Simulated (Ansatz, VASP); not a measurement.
**SrTl in VASP and in Ansatz**

```
CELL_PARAMETERS angstrom
2.99354 0.00000 0.00000
0.00000 2.99354 0.00000
0.00000 0.00000 2.99354
ATOMIC_POSITIONS crystal
Sr 0.00000 0.00000 0.00000
Tl 0.50000 0.50000 0.50000
```

Change from the starting cell: volume scaled by 0.4, LAPW.

Alike in both runs: task single point; functional LDA; k mesh 9 × 9 × 9; occupations fermi-dirac, width 0.05 eV; no spin polarisation.

|  | VASP | Ansatz |
| --- | --- | --- |
| version | VASP 6.6.1 | Ansatz 0.2.0 |
| potentials or method | VASP PAW LDA potentials, release 64 (Sr_sv, Tl_d), cutoff 520 eV | all-electron LAPW, scalar-relativistic |

VASP gave:

| Quantity | Value |
| --- | --- |
| pressure (GPa) | 193.0 |

**Question.** Estimate Ansatz's values.

**Answer.** Pressure (GPa): 188.6.

Ansatz ran all-electron here, so the differences hold the error of VASP's frozen core and of both bases.

Caveats: the cell as given lies far from equilibrium; so large a pressure means that the cell lies far from this level's equilibrium, or that cutoff or potentials fall short (VASP). The runs have no spin-orbit coupling, so splittings on Tl are missing.
